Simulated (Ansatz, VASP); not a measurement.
# Cross-check of CsBeCl3 between VASP and Ansatz

Aim: how closely do two programs agree when they are given the same cell, functional and k mesh? The cell is invented: As first built, before any earlier steps moved the atoms (in the runner's words): it takes the RbSrCl3 structure with some of its atoms replaced by other elements, volume scaled by an estimate. It may not be a known or stable phase. The cell is taken from a series of VASP runs on this material, whose earlier steps may have relaxed, scaled or displaced it; both programs get it as it stands.

Calculated with Ansatz 0.2.0; plane waves, with VASP 6.6.1 beside it; band structure at r2SCAN and single point at r2SCAN.

### Step 1. Set-up

The structure is triclinic, space group P1 (No. 1). The conventional cell has a = 5.339 Å, b = 5.350 Å, c = 5.365 Å, α = 84.09°, β = 84.20°, γ = 84.18°. Cs has 12 Cl at 3.62 to 4.35 Å and 4 Be at 4.02 to 4.19 Å nearest. Nearest to Cl lie 2 Be at 1.92 to 3.94 Å and 4 Cs at 3.62 to 4.34 Å. Nearest to Cl lie 2 Be at 1.92 to 3.94 Å and 4 Cs at 3.63 to 4.35 Å. Nearest to Cl lie 2 Be at 1.92 to 3.95 Å and 4 Cs at 3.62 to 4.33 Å. Nearest to Be lie 3 Cl at 1.92 Å. As first built, before any earlier steps moved the atoms (in the runner's words): sites of the RbSrCl3 structure (space group 221) filled with other elements, volume scaled by an estimate. Farther neighbours and most contacts between anions are not listed.

Structure file:

```xyz
5
Lattice="5.3360 0.2758 -0.2644 0.2550 5.3273 -0.2479 -0.2743 -0.2810 5.3509" Properties=species:S:1:pos:R:3 pbc="T T T"
Cs    2.7032    2.7100    2.3633
Cl    2.5570    5.2891   -0.2082
Cl    5.2763    2.5722   -0.2132
Cl    5.2787    5.2866    2.5282
Be    0.3841    0.3834    4.6878
```

### Step 2. VASP: band structure, r2SCAN

The same path points are solved in both programs, so levels can be compared one by one.

Lines of VASP's logs that name or quote its potential files are left out, and so is its time.

Contents of INCAR:

```
SYSTEM = CsBeCl3
PREC = Accurate
ENCUT = 400
EDIFF = 1E-06
NELM = 100
ISMEAR = -1
SIGMA = 0.05
LREAL = .FALSE.
ALGO = Normal
METAGGA = R2SCAN
LASPH = .TRUE.
NBANDS = 31
LORBIT = 11
LWAVE = .FALSE.
LCHARG = .FALSE.
KPAR = 2
```

Contents of POSCAR:

```
CsBeCl3
1.0
    5.3360101313      0.2757946961     -0.2644201846
    0.2549770736      5.3272805574     -0.2478544734
   -0.2743385505     -0.2809754694      5.3509273583
Cs Cl Be
1 3 1
Direct
    0.5075099571      0.5082876130      0.4902755344
    0.4341686504      0.9718099076      0.0275634845
    0.9695131900      0.4341354151      0.0281716886
    0.9718849815      0.9718791532      0.5655207380
    0.1121792209      0.1129429110      0.8868415544
```

Contents of KPOINTS:

```
Automatic mesh
0
Gamma
4 4 4
0 0 0
```

Contents of KPOINTS_OPT:

```
Line mode
16
Line-mode
Reciprocal
  0.00000000   0.00000000  -0.50000000 X
  0.00000000   0.00000000   0.00000000 GAMMA

  0.00000000   0.00000000   0.00000000 GAMMA
  0.00000000   0.50000000   0.00000000 Y

  0.00000000   0.50000000  -0.50000000 L
  0.00000000   0.00000000   0.00000000 GAMMA

  0.00000000   0.00000000   0.00000000 GAMMA
  0.50000000   0.00000000   0.00000000 Z

  0.50000000   0.00000000  -0.50000000 N
  0.00000000   0.00000000   0.00000000 GAMMA

  0.00000000   0.00000000   0.00000000 GAMMA
  0.50000000   0.50000000   0.00000000 M

  0.50000000   0.50000000  -0.50000000 R
  0.00000000   0.00000000   0.00000000 GAMMA
```

Potentials, in the order of the species: Cs_sv, Cl and Be (PBE family, release 64).

Run with:

```bash
$ mpirun -np 2 vasp_std
```

Numbers of over 12 decimals in the logs are rounded to 6 here.

The program printed:

```text
[banner, memory and clock lines left out]
running    2 mpi-ranks, on    1 nodes
 distrk:  each k-point on    1 cores,    2 groups
 distr:  one band on    1 cores,    1 groups

 POSCAR found type information on POSCAR CsClBe
 POSCAR found :  3 types and       5 ions
|                                                                             |
|               ----> ADVICE to this user running VASP <----                  |
|                                                                             |
|     You enforced a specific xc type in the INCAR file but a different       |
|     [... a line on the potential file left out ...]
|     I HOPE YOU KNOW WHAT YOU ARE DOING!                                     |
|                                                                             |

 LDA part: xc-table for (None), standard interpolation
 POSCAR, INCAR and KPOINTS ok, starting setup
 FFT: planning ... GRIDC
 FFT: planning ... GRID_SOFT
 FFT: planning ... GRID
 WAVECAR not read
 entering main loop
       N       E                     dE             d eps       ncg     rms          rms(c)
DAV:   1     0.131948356018E+03    0.13195E+03   -0.11257E+04  2232   0.716E+02
DAV:   2    -0.499114838765E+02   -0.18186E+03   -0.17171E+03  3059   0.165E+02
DAV:   3    -0.647305026356E+02   -0.14819E+02   -0.14750E+02  2888   0.517E+01
DAV:   4    -0.648982568628E+02   -0.16775E+00   -0.16767E+00  2823   0.669E+00
DAV:   5    -0.649008131591E+02   -0.25563E-02   -0.25562E-02  2927   0.840E-01    0.692E+00
DAV:   6    -0.571650326035E+02    0.77358E+01   -0.11964E+00  2443   0.597E+00    0.527E+00
DAV:   7    -0.571504752433E+02    0.14557E-01   -0.60830E-01  2975   0.318E+00    0.188E+00
DAV:   8    -0.571554550572E+02   -0.49798E-02   -0.61409E-02  2533   0.109E+00    0.101E+00
DAV:   9    -0.571614412184E+02   -0.59862E-02   -0.83170E-03  2730   0.481E-01    0.278E-01
DAV:  10    -0.571614570590E+02   -0.15841E-04   -0.22608E-04  2600   0.805E-02    0.783E-02
DAV:  11    -0.571618732370E+02   -0.41618E-03   -0.43595E-04  2512   0.116E-01    0.204E-02
DAV:  12    -0.571618711065E+02    0.21304E-05   -0.94531E-06  3012   0.161E-02    0.209E-02
DAV:  13    -0.571618709843E+02    0.12222E-06   -0.18444E-06  2588   0.676E-03
   1 F= -.57161871E+02 E0= -.57161871E+02  d E =-.111460E-09
 Start KPOINTS_OPT (optional k-point list driver)
k-point batch [1-36\112]
       N       E                     dE             ncg
DAV:   1    -0.963290036118E+03   -0.11974E+05     2232
DAV:   2    -0.756798579275E+04   -0.66047E+04     2945
DAV:   3    -0.811998285649E+04   -0.55200E+03     2825
DAV:   4    -0.812654934884E+04   -0.65665E+01     2811
DAV:   5    -0.812664578111E+04   -0.96432E-01     2862
DAV:   6    -0.812664798985E+04   -0.22087E-02     2856
DAV:   7    -0.812664804876E+04   -0.58910E-04     2894
DAV:   8    -0.812664805021E+04   -0.14477E-05     2248
DAV:   9    -0.812664805043E+04   -0.22225E-06     1809
[...]
k-point batch [109-112\112]
       N       E                     dE             ncg
DAV:   1     0.136693909334E+05   -0.20650E+03      248
DAV:   2     0.129296773307E+05   -0.73971E+03      316
DAV:   3     0.128648712733E+05   -0.64806E+02      312
DAV:   4     0.128640828168E+05   -0.78846E+00      320
DAV:   5     0.128640718316E+05   -0.10985E-01      328
DAV:   6     0.128640715830E+05   -0.24861E-03      320
DAV:   7     0.128640715764E+05   -0.65834E-05      321
DAV:   8     0.128640715762E+05   -0.15950E-06      248
```

From OUTCAR (step 2):

```text
ion  position               nearest neighbor table
   1  0.508  0.508  0.490-
   2  0.434  0.972  0.028-   5 1.92
   3  0.970  0.434  0.028-   5 1.92
   4  0.972  0.972  0.566-   5 1.92
   5  0.112  0.113  0.887-   4 1.92   2 1.92   3 1.92

  LATTYP: Found a triclinic cell.
 ALAT       =     5.3496714731
 B/A-ratio  =     1.3413663641
 C/A-ratio  =     0.9980304577
 COS(alpha) =     0.0000599593
 COS(beta)  =     0.1013679362
 COS(gamma) =     0.6684996194

 Subroutine GETGRP returns: Found  1 space group operations
 (whereof  1 operations were pure point group operations)

The static configuration has the point symmetry C_1 .

 Found     36 irreducible k-points:

   k-points           NKPTS =     36   k-points in BZ     NKDIM =     36   number of bands    NBANDS=     31

   dimension x,y,z NGX =    36 NGY =   36 NGZ =   36
   dimension x,y,z NGXF=    72 NGYF=   72 NGZF=   72

   ENCUT  =  400.0 eV  29.40 Ry    5.42 a.u.   8.72  8.71  8.75*2*pi/ulx,y,z

   NELECT =      32.0000    total number of electrons

 k-points in reciprocal lattice and weights: Automatic mesh
   0.00000000  0.00000000  0.00000000       0.016
   0.25000000  0.00000000 -0.00000000       0.031
   0.50000000  0.00000000 -0.00000000       0.016
   0.00000000  0.25000000  0.00000000       0.031
   0.25000000  0.25000000 -0.00000000       0.031
   0.50000000  0.25000000  0.00000000       0.031
  -0.25000000  0.25000000  0.00000000       0.031
   0.00000000  0.50000000  0.00000000       0.016
   0.25000000  0.50000000  0.00000000       0.031
[...]
0.25000000  0.50000000  0.50000000       0.031
   0.50000000  0.50000000  0.50000000       0.016

 average (electrostatic) potential at core
       1 -55.1825       2 -97.7125       3 -97.7097       4 -97.7166       5 -39.5885

 E-fermi :  -0.4315

 k-point     1 :       0.0000    0.0000    0.0000
  band No.  band energies     occupation
    ...
     12      -2.3584      2.00000
     13      -2.2786      2.00000
     14      -1.8640      2.00000
     15      -1.8577      2.00000
     16      -1.7107      2.00000
     17       4.6314      0.00000
     18       4.6625      0.00000
     19       5.5997      0.00000
     20       5.6178      0.00000
     21       6.8382      0.00000
    ...

 k-point     2 :       0.2500    0.0000   -0.0000
  band No.  band energies     occupation
    ...
     12      -2.4064      2.00000
     13      -2.2192      2.00000
     14      -2.0330      2.00000
     15      -1.9723      2.00000
     16      -1.7965      2.00000
     17       4.9884      0.00000
     18       5.3126      0.00000
     19       6.0456      0.00000
     20       6.0943      0.00000
     21       6.9235      0.00000
    ...

 k-point     3 :       0.5000    0.0000   -0.0000
  band No.  band energies     occupation
    ...
     12      -2.4467      2.00000
     13      -2.3941      2.00000
     14      -2.0889      2.00000
     15      -2.0220      2.00000
     16      -1.8806      2.00000
     17       5.4285      0.00000
     18       6.1079      0.00000
     19       6.6420      0.00000
     20       6.9994      0.00000
     21       7.4346      0.00000
    ...

  Total       -0.0162960     -0.0271188     -0.0249344      0.0032262     -0.0045597      0.0090972
  in kB       -0.1728947     -0.2877215     -0.2645455      0.0342285     -0.0483766      0.0965180
  external PRESSURE =      -0.2417206 kB  Pullay stress =       0.0000000 kB

  energy-cutoff  :      400.00
  volume of cell :      151.01
      direct lattice vectors                 reciprocal lattice vectors
     5.336010131  0.275794696 -0.264420185     0.188305712 -0.008584587  0.009203537
     0.254977074  5.327280557 -0.247854473    -0.009280523  0.188595834  0.009427300
    -0.274338551 -0.280975469  5.350927358     0.008875398  0.008311528  0.187774965

 POSITION                                       TOTAL-FORCE (eV/Angst)
 -----------------------------------------------------------------------------------
      2.70318      2.71000      2.36325         0.000049      0.000036      0.003146
      2.55696      5.28910     -0.20818        -0.002044     -0.000553      0.002240
      5.27630      2.57223     -0.21322         0.007081     -0.003356     -0.001350
      5.27865      5.28662      2.52819        -0.005924     -0.000382     -0.007112
      0.38409      0.38344      4.68777         0.000838      0.004255      0.003075
 -----------------------------------------------------------------------------------
    total drift:                               -0.002022     -0.003431      0.004780

  FREE ENERGIE OF THE ION-ELECTRON SYSTEM (eV)
  ---------------------------------------------------
  free  energy   TOTEN  =       -57.1618709843 eV

  energy  without entropy=      -57.1618709842  energy(sigma->0) =      -57.16187098

 total charge
# of ion       s       p       d       tot
------------------------------------------
    1        1.858   4.724   0.018   6.601
    2        1.600   3.613   0.000   5.214
    3        1.600   3.613   0.000   5.214
    4        1.600   3.614   0.000   5.214
    5        0.402   0.648   0.000   1.050
--------------------------------------------------
tot          7.061  16.213   0.018  23.292

[... 3 further parts left out ...]
```

Within 0.02 Å the cell has space group Cm; at a tight tolerance a small distortion makes it P1.

### Step 3. Ansatz: band structure, r2SCAN

Ansatz runs on its default PAW (the set named soft_2) files.

The same cell, functional, mesh and smearing now go to Ansatz, which takes its cutoff from its data sets.

Contents of input.yaml:

```yaml
crystal:
  lattice:
    - [5.3360101313, 0.2757946961, -0.2644201846]
    - [0.2549770736, 5.3272805574, -0.2478544734]
    - [-0.2743385505, -0.2809754694, 5.3509273583]
  atoms:
    - { symbol: Cs, position: [0.5075099571, 0.508287613, 0.4902755344] }
    - { symbol: Cl, position: [0.4341686504, 0.9718099076, 0.0275634845] }
    - { symbol: Cl, position: [0.96951319, 0.4341354151, 0.0281716886] }
    - { symbol: Cl, position: [0.9718849815, 0.9718791532, 0.565520738] }
    - { symbol: Be, position: [0.1121792209, 0.112942911, 0.8868415544] }
hamiltonian:
  xc: r2scan
  pseudopotentials: { kind: paw }
kpoints:
  mp_grid: { grid: [4, 4, 4] }
  band_path:
    path:
      - [0.0, 0.0, -0.5]
      - [0.0, 0.0, -0.4]
      - [0.0, 0.0, -0.26667]
      - [0.0, 0.0, -0.13333]
      - [0.0, 0.0, 0.0]
      - [0.0, 0.1, 0.0]
      - [0.0, 0.2, 0.0]
      - [0.0, 0.33333, 0.0]
      - [0.0, 0.46667, 0.0]
      - [0.0, 0.43333, -0.43333]
      - [0.0, 0.3, -0.3]
      - [0.0, 0.16667, -0.16667]
      - [0.0, 0.06667, -0.06667]
      - [0.03333, 0.0, 0.0]
      - [0.16667, 0.0, 0.0]
      - [0.3, 0.0, 0.0]
      - [0.43333, 0.0, 0.0]
      - [0.46667, 0.0, -0.46667]
      - [0.36667, 0.0, -0.36667]
      - [0.23333, 0.0, -0.23333]
      - [0.1, 0.0, -0.1]
      - [0.0, 0.0, 0.0]
      - [0.13333, 0.13333, 0.0]
      - [0.26667, 0.26667, 0.0]
      - [0.36667, 0.36667, 0.0]
      - [0.5, 0.5, 0.0]
      - [0.5, 0.5, -0.5]
      - [0.4, 0.4, -0.4]
      - [0.26667, 0.26667, -0.26667]
      - [0.13333, 0.13333, -0.13333]
      - [0.0, 0.0, 0.0]
    npoints: 1
scf:
  occupations: { method: fermi_dirac, width: 0.05 }
  n_extra_bands: 8
output:
  forces: true
  stress: true
  eigenvalues: true
```

Run with:

```bash
$ ansatz run input.yaml --threads 2 --pin off --max-ram 4608MiB --backend cpu --events-out ev --progress --plain --runs-dir out
```

The program printed:

```text
scf.n_extra_bands = 8 over 16 filled bands (N_el = 32.0): the run solves 24 bands
Engine: ansatz 0.2.0, aarch64-unknown-linux-gnu
Pseudopotentials: kind: paw
Pseudopotential: Cs, paw, valence charge 9, recommended cutoff 500 eV (meta_gga), Cs.paw.azcp
Pseudopotential: Cl, paw, valence charge 7, recommended cutoff 500 eV (meta_gga), Cl.paw.azcp
Pseudopotential: Be, paw, valence charge 2, recommended cutoff 500 eV (meta_gga), Be.paw.azcp
Functional definition: r2SCAN
  parameter k0 = 0.174
  parameter k1 = 0.065
  parameter a1 = 4.9479
  exchange = r2scan_x(k0 = k0, k1 = k1, a1 = a1)
  correlation = r2scan_c
Crystal: 5 atoms, lattice volume = 151.011 Å³
Basis set: ecut = 500 eV, 3831 PW (Γ), exchange–correlation on 160×160×160 points (64 copies of the dense FFT grid, shifted against one another)
Bands: 24, of which v1, the nominal top of the filled ones, is band 16 counted from 1 (15 counted from 0)
Symmetry: 1 space group operations
Space group: P1 (ITA 1), of the structure as read, at distance tolerance 5.3e-5 Å
k-points: 36 of 64 (time reversal used)
Non-local potential: Cs, projectors of the file, l = 0: 3, l = 1: 2, l = 2: 2, l = 3: 2
Non-local potential: Cl, projectors of the file, l = 0: 2, l = 1: 2, l = 2: 2
Non-local potential: Be, projectors of the file, l = 0: 2, l = 1: 2, l = 2: 1
PAW form: soft (Blöchl's): semilocal exchange-correlation on the pseudo side does not see the compensation charge
PAW frozen core: Cs, regenerated for the run's functional (the file was generated under x = pbe(κ = 0.804, μ = 0.219515), c = pbe(β = 0.066725))
PAW frozen core: Cl, regenerated for the run's functional (the file was generated under x = pbe(κ = 0.804, μ = 0.219515), c = pbe(β = 0.066725))
PAW frozen core: Be, regenerated for the run's functional (the file was generated under x = pbe(κ = 0.804, μ = 0.219515), c = pbe(β = 0.066725))
PAW one-centre angular grid: Cs, 302 points (default); XC on 160 Gauss nodes
PAW one-centre angular grid: Cl, 302 points (default); XC on 160 Gauss nodes
PAW one-centre angular grid: Be, 302 points (default); XC on 255 of its mesh's 2635 points in the sphere
Initial density: superposition of atomic densities (neutral atoms: chi_scale 0, normalization atom), corrected by the library's trained network
Initial wavefunctions: pseudopotential atomic-orbital guess
Functional: x = r2scan, c = r2scan; τ floored in thin density (d = 2e-4 eV/Å³)
SCF iter   1: F=—  HF=-9039.470208 eV  |F-HF|=—  |Δ(HF+E_count)|=         —  Δρ=4.11e-3  dr2=2.60e-2  dr2_τ=4.01e-2  ethr=1.77e-3  ⟨swp⟩=8.9  Hψ=5468  notcnv=0  defer=3
preconditioner: auto → Resta (q_TF=auto, 2.107 Å⁻¹)  ε∞=2.5  [insulator: Δε(μ)=6.065 eV  Ē_g=13.369 eV  σ=0.050 eV  W_gap=1.00  n_scr=20 (ndim 8)  ℏωp=16.6 eV  f_vac=0.033  D(μ)=0.00/eV (n_scr^D=0)  ε∞_Penn≈2.5]
SCF iter   2: F=—  HF=-9039.554827 eV  |F-HF|=—  |Δ(HF+E_count)|=   8.46e-2  Δρ=2.30e-3  dr2=6.17e-3  dr2_τ=2.19e-4  ethr=8.11e-5  ⟨swp⟩=2.7  Hψ=1918  notcnv=0  defer=99
SCF iter   3: F=—  HF=-9039.553808 eV  |F-HF|=—  |Δ(HF+E_count)|=   1.02e-3  Δρ=3.71e-4  dr2=2.70e-4  dr2_τ=4.23e-5  ethr=1.93e-5  ⟨swp⟩=2.0  Hψ=1244  notcnv=0  defer=99
SCF iter   4: F=—  HF=-9039.553801 eV  |F-HF|=—  |Δ(HF+E_count)|=   7.55e-6  Δρ=9.77e-5  dr2=1.00e-5  dr2_τ=1.91e-6  ethr=8.45e-7  ⟨swp⟩=2.1  Hψ=1327  notcnv=0  defer=99
SCF iter   5: F=—  HF=-9039.553808 eV  |F-HF|=—  |Δ(HF+E_count)|=   7.48e-6  Δρ=2.70e-5  dr2=1.22e-6  dr2_τ=1.22e-7  ethr=3.13e-8  ⟨swp⟩=2.9  Hψ=1395  notcnv=0  defer=99
SCF iter   6: F=-9039.553809 eV  HF=-9039.553809 eV  |F-HF|=4.65e-8  |Δ(HF+E_count)|=   1.04e-6  Δρ=5.03e-6  dr2=5.56e-8  dr2_τ=2.83e-9  ethr=3.13e-10  ⟨swp⟩=10.2  Hψ=5176  notcnv=0
SCF 1 converged in 6 iterations: F = -9039.553809 eV  dr2 = 5.56e-8
  greatest PAW one-centre occupation: 0.931 electrons in one spin orbital (limit 2), on the Cl atom at site 3 (counted from 0), in its partial waves of l = 0
NSCF: frozen V_eff on 31 k-points
SCF converged after 6 iterations
Free energy (F): -9039.553809 eV
Harris-Foulkes:  -9039.553809 eV  (|F-HF|=4.65e-8)
Internal energy: -9039.553809 eV  (E = F + TS)
E sigma→0 (E₀):  -9039.553809 eV
Fermi energy:    3.596164 eV
--- Per-component energies (eV) ---
  E_band       = -162.027164
  E_kinetic    = 644.877968
  E_local      = -1079.324944  (includes V_loc(G=0)·N_el)
  E_nonlocal   = 118.684528
  E_hartree    = 348.233687
  E_xc         = -494.152239
  E_vxc        = -565.113698  (∫ρ·V_xc dr)
  E_paw        = -7153.842435  (= ΣΔE_a)
  E_vpaw       = -7.018656  (= ΣTr[D̂ρ^β])
  E_aug_tail   = 0.000110  (compensation charges beyond the density's cutoff)
  E_vtau       = 29.399864  (kinetic-family band-sum trace: ∫τ·v_τ [+ j·A + Jᵃ·Aᵃ] dr)
  E_ewald      = -1423.659116
  E_core_change = -0.371368  (= ΣΔE_core)
  E_smearing   = -0.000000  (= −TS)
  E_closure    = -0.000000  (closes the sum)
  Σ components = -9039.553809   (vs F -9039.553809, Δ=0.00e0)
--- Forces (eV/Å), atoms counted from 1 ---
  atom   1  Cs     0.00100744     0.00048281     0.00251890
  atom   2  Cl     0.01468043    -0.00515101     0.00680904
  atom   3  Cl     0.00082783     0.01297662     0.00355749
  atom   4  Cl    -0.01011161    -0.00485470    -0.02361774
  atom   5  Be    -0.00625606    -0.00330858     0.01059058
  max |Σ_I F_I| component: 1.48e-4 eV/Å
--- Stress (GPa, compression-positive) ---
        0.077145      -0.009597       0.022492
       -0.009594       0.065420       0.008083
        0.022493       0.008088       0.068479
  P = ⅓ Tr σ = 0.0703 GPa (0.703 kbar)
--- Band table (eV; the first three rows and the last of 36) ---
  k-point 0: bands = [... 12 lower, -0.2754, 0.1385, 0.1448, 0.2917, 6.6152, 6.6645, 7.5938, 7.6118, ... 4 higher]
  k-point 1: bands = [... 12 lower, -0.2190, -0.0258, 0.0288, 0.2110, 6.9644, 7.3117, 8.0283, 8.0835, ... 4 higher]
  k-point 2: bands = [... 12 lower, -0.3918, -0.0859, -0.0159, 0.1309, 7.3996, 8.0966, 8.6226, 8.9777, ... 4 higher]
  k-point 35: bands = [... 12 lower, -0.1379, 0.2657, 0.2761, 0.5592, 7.3933, 8.5565, 8.5625, 9.1221, ... 4 higher]
```

Wall time 42 s (2 threads of Arm Neoverse N1, shared host); peak memory 0.62 GiB; 83 s of CPU time.

Reading the cycles: dr2 is the Hartree energy of the density residual (eV), the measure of convergence; HF is the Harris–Foulkes estimate of the energy, which meets the free energy F at convergence.

(Part 1 of 2 ends here.)

[Lines on the potential files, build, host, timing and source positions are cut from VASP's logs without a mark.]

[Logs are printed without paths, hosts, clocks, repeated set-up lines and the standing remarks that a program may print on its own settings, such as how far it seeks lower states.]

[Hosts, paths, dates, database ids (printed as entryN), source tags and the programs' standing remarks are cut or masked in the printed files.]
